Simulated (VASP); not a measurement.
A convergence study with VASP on CdTe (space group F-43m): one setting is varied, all else stays as given below, so the limit is that of these other settings.

```yaml
crystal:
  lattice:
    - [0.00000, 3.24972, 3.24972]
    - [3.24972, 0.00000, 3.24972]
    - [3.24972, 3.24972, 0.00000]
  atoms:
    - { symbol: Cd, position: [0.00000, 0.00000, 0.00000] }
    - { symbol: Te, position: [0.25000, 0.25000, 0.25000] }
```

Method: PBE GGA, VASP's PBE PAW potentials (set 64) (plane waves; VASP 6.6.1). The tightest run used: 450 eV cut-off, 7×7×7 Γ-centred mesh, Gaussian smearing of 0.010 eV, potentials Cd Te.

The settings run are ENCUT = 150; ENCUT = 180; ENCUT = 210; ENCUT = 255; ENCUT = 300; ENCUT = 360; ENCUT = 450. From which on does the highest Γ mode stay within 1 cm⁻¹ of the tightest run?

From ENCUT = 255 on: it is off by 0.0 there and by no more than 1 in any finer run, while ENCUT = 210 is off by 3.3.
| setting | mean ε∞ | highest Γ mode (cm⁻¹) | plane waves | difference judged (cm⁻¹) |
|---|---|---|---|---|
| ENCUT = 150 | 30.08 | 147.2 | 298 | 2.4 |
| ENCUT = 180 | 13.94 | 140.5 | 387 | 4.3 |
| ENCUT = 210 | 12.08 | 141.5 | 489 | 3.3 |
| ENCUT = 255 | 11.89 | 144.9 | 644 | 0.0 |
| ENCUT = 300 | 11.90 | 144.8 | 869 | 0.0 |
| ENCUT = 360 | 11.86 | 144.8 | 1077 | 0.1 |
| ENCUT = 450 | 11.80 | 144.8 | 1498 | 0.0 |

Left out are rungs that failed or repeat a setting and relaxations that didn't move; long series are thinned to 24 rows.

The structure is a typed CdTe crystal (space group no. 216). The cell was not relaxed at this level.
